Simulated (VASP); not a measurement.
Calculation: PBE GGA with D3 dispersion (Becke-Johnson damping), VASP's PBE PAW potentials (set 64) (plane waves; VASP).

The input files of a VASP run:

POSCAR:
```
Ba
1
   -2.4703363750     2.4703363750     2.4703363750
    2.4703363750    -2.4703363750     2.4703363750
    2.4703363750     2.4703363750    -2.4703363750
Ba
1
Direct
  0.0000000000   0.0000000000   0.0000000000
```

File KPOINTS:
```
Automatic
0
gamma
 12 12 12
```

**INCAR**
```
ISIF = 2
LREAL = F   ! projection in real space or not
IVDW = 12   ! D3, Becke-Johnson
NEDOS = 601
ISMEAR = -5
LWAVE = F
GGA = PE   ! PBE
LORBIT = 11   ! lm-projected
ENCUT = 520   ! plane-wave cut-off (eV)
SYSTEM = Ba
LASPH = T
ALGO = Normal
LMAXMIX = 4   ! l cut-off of mixed one-centre charges
LCHARG = T
PREC = Accurate
EDIFF = 1E-7   ! SCF stop (eV)
NELM = 100   ! most electronic steps
```

POTCAR, in this order: Ba_sv (PBE.64 set). Program: vasp_std.

What VASP printed:

OSZICAR:
```
       N       E                     dE             d eps       ncg     rms          rms(c)
DAV:   1     0.561381675554E+02    0.56138E+02   -0.42759E+03  1296   0.906E+02
DAV:   2     0.273487793400E+00   -0.55865E+02   -0.55174E+02  1583   0.153E+02
DAV:   3    -0.184862355028E+01   -0.21221E+01   -0.21160E+01  1639   0.344E+01
DAV:   4    -0.190355110672E+01   -0.54928E-01   -0.55099E-01  2045   0.452E+00
DAV:   5    -0.190400544850E+01   -0.45434E-03   -0.46114E-03  1791   0.294E-01    0.171E+00
DAV:   6    -0.190287665886E+01    0.11288E-02   -0.29001E-03  1851   0.645E-01    0.101E+00
DAV:   7    -0.190289503682E+01   -0.18378E-04   -0.67342E-03  1472   0.104E+00    0.432E-02
DAV:   8    -0.190312059209E+01   -0.22556E-03   -0.34771E-04  2102   0.126E-01    0.296E-02
DAV:   9    -0.190313621735E+01   -0.15625E-04   -0.91222E-06  1647   0.302E-02    0.667E-03
DAV:  10    -0.190314142820E+01   -0.52108E-05   -0.26070E-06  2036   0.120E-02    0.255E-03
DAV:  11    -0.190314192851E+01   -0.50031E-06   -0.50443E-07  1529   0.856E-03    0.772E-04
DAV:  12    -0.190314188027E+01    0.48241E-07   -0.32368E-08   930   0.167E-03
   1 F= -.21108671E+01 E0= -.21108671E+01  d E =0.000000E+00
```

**OUTCAR**
```
------------------------ aborting loop because EDIFF is reached ----------------------------------------
 Edisp (eV)   -0.20773
  FORCE on cell =-STRESS in cart. coord.  units (eV):
  Direction    XX          YY          ZZ          XY          YZ          ZX
  --------------------------------------------------------------------------------------
  Total      -0.00025    -0.00025    -0.00025     0.00000     0.00000    -0.00000
  in kB      -0.00677    -0.00677    -0.00677     0.00000     0.00000    -0.00000
  external pressure =       -0.01 kB  Pullay stress =        0.00 kB
  volume of cell :       60.30
      direct lattice vectors                 reciprocal lattice vectors
    -2.470336375  2.470336375  2.470336375     0.000000000  0.202401586  0.202401586
     2.470336375 -2.470336375  2.470336375     0.202401586  0.000000000  0.202401586
     2.470336375  2.470336375 -2.470336375     0.202401586  0.202401586  0.000000000
 POSITION                                       TOTAL-FORCE (eV/Angst)
 -----------------------------------------------------------------------------------
      0.00000      0.00000      0.00000         0.000000      0.000000      0.000000
 -----------------------------------------------------------------------------------
    total drift:                                0.000000      0.000000     -0.000000
  FREE ENERGIE OF THE ION-ELECTRON SYSTEM (eV)
  ---------------------------------------------------
  free  energy   TOTEN  =        -2.1108671378 eV

  energy  without entropy=       -2.1108671378  energy(sigma->0) =       -2.11086714

 total charge

# of ion       s       p       d       tot
------------------------------------------
    1        2.071   5.546   0.290   7.907
```
(Selected blocks of OUTCAR.)

For a metal the tetrahedron method with Blöchl corrections gives inexact stress and forces.

The compound is Ba in the bcc structure. It was relaxed first.
